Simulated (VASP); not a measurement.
Energy against volume of SnO (litharge). Computed with optB86b-vdW, VASP's PBE PAW potentials (set 64) (plane waves; VASP). Run with 520 eV cut-off, 6×6×5 Γ-centred mesh, Gaussian smearing of 0.050 eV, potentials Sn_d O.

Shape and ions are relaxed at each volume.

```
V (Å³/atom)  E (eV/atom)
-----------  -----------
17.128          -3.37036
17.658          -3.37272
18.187          -3.37191
18.717          -3.36866
```

### Question
Fit these four points and predict the energy of the run at 16.598 Å³/atom.

### Answer
A cubic in V^(−2/3), the third-order Birch-Murnaghan form, passes through the four points with V0 = 17.77 Å³/atom and B0 = 30 GPa, and gives -3.3639 eV/atom there. The run gave -3.3643 eV/atom, -0.4 meV/atom from the fit; all five points give B0 = 30 GPa.

The compound is SnO in the litharge structure. It was relaxed first.
